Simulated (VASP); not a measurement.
Be2N:

```xyz
6
Lattice="-2.1507 2.1507 3.3917 2.1507 -2.1507 3.3917 2.1507 2.1507 -3.3917" Properties=species:S:1:pos:R:3 pbc="T T T"
Be    1.0753    2.6814    2.5438
Be    0.5307    1.0753    0.8479
Be   -1.0753    1.6200    2.5438
Be   -0.5307    3.2260    0.8479
N     0.0000    0.0000    0.0000
N     0.0000    2.1507    1.6959
```

The cell was built by a generator and needn't be a form met in nature.

The cell isn't the ideal one: species swapped into the SiO2 type (I-42d, No. 122).

| Property | Result |
| --- | --- |
| Program | VASP 6.6.1 |
| Task | relaxation of cell and atoms |
| Functional | PBE |
| Potentials or basis | VASP PAW PBE potentials, release 64 (Be, N) |
| Cutoff | 600 eV |
| k mesh | 6 × 6 × 6 |
| Occupations | gaussian, width 0.1 eV |
| Spin | no spin polarisation |

At the start: pressure 33.1 GPa; volume 10.46 Å³/atom.

Task: Where does the relaxation end?

Result: Over 20 steps the energy falls by 270.5 meV/atom and the volume is 11.18 Å³/atom (+6.9 %); space group I-42d (No. 122, to 0.05 Å).

Step by step:
| step | energy change (eV) | largest force (eV/Å) | pressure (GPa) | volume (Å³) |
| --- | --- | --- | --- | --- |
| 1 | 0.0000 | 2.3633 | 33.06 | 62.75 |
| 2 | -1.0464 | 1.0543 | -11.41 | 84.46 |
| 3 | -1.4856 | 0.0007 | -0.43 | 75.72 |
| 4 | -1.4857 | 0.0384 | 0.03 | 75.44 |
| 5 | -1.4958 | 0.0481 | 0.03 | 75.37 |
| 6 | -1.5230 | 0.0765 | 0.00 | 75.10 |
| 7 | -1.5610 | 0.1468 | -0.16 | 74.43 |
| 8 | -1.5231 | 0.3716 | -0.87 | 72.54 |
| 9 | -1.5676 | 0.2009 | -0.24 | 74.02 |
| 10 | -1.5839 | 0.0611 | -1.42 | 73.37 |
| 11 | -1.5888 | 0.0753 | -2.56 | 72.75 |
| 12 | -1.5938 | 0.0753 | -2.38 | 72.26 |
| 13 | -1.6063 | 0.0750 | -1.85 | 70.81 |
| 14 | -1.6197 | 0.0739 | -0.61 | 67.95 |
| 15 | -1.6205 | 0.0735 | -0.29 | 67.20 |
| 16 | -1.6205 | 0.0739 | -0.21 | 67.05 |
| 17 | -1.6215 | 0.0440 | 0.00 | 67.01 |
| 18 | -1.6223 | 0.0060 | 0.35 | 66.94 |
| 19 | -1.6224 | 0.0195 | 0.44 | 66.92 |
| 20 | -1.6231 | 0.0144 | 0.14 | 67.10 |

Final structure:
```
Be N
1.0
    -2.03309    2.03309    4.05844
     2.03309   -2.03309    4.05844
     2.03309    2.03309   -4.05844
Be N
4 2
Cartesian
  3.0496 0.7015 -1.0146
  0.7015 1.0165 1.0146
  -1.0165 1.3315 3.0438
  1.3315 1.0165 5.0731
  0.0000 0.0000 0.0000
  0.0000 2.0331 2.0292
```
